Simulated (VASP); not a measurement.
Given:

```yaml
crystal:
  lattice:
    - [0.00000, 2.86365, 2.86365]
    - [2.86365, 0.00000, 2.86365]
    - [2.86365, 2.86365, 0.00000]
  atoms:
    - { symbol: Na, position: [0.00000, 0.00000, 0.00000] }
    - { symbol: Cl, position: [0.50000, 0.50000, 0.50000] }
```

Computed with rev-vdW-DF2, VASP's PBE PAW potentials (set 64) (plane waves; VASP 6.6.1). Run with 520 eV cut-off, 8×8×8 Γ-centred mesh, Gaussian smearing of 0.050 eV, potentials Na_pv Cl.

**Question.** Give the stress tensor in GPa (positive for a compressed cell).

**Answer.** 
```
-1.39   0.00   0.00
 0.00  -1.39   0.00
 0.00   0.00  -1.39
```
The pressure is its mean diagonal, -1.39 GPa.

The compound is NaCl in the rock salt structure. This cell is one point of a volume scan, at 1.06 of the reference volume.
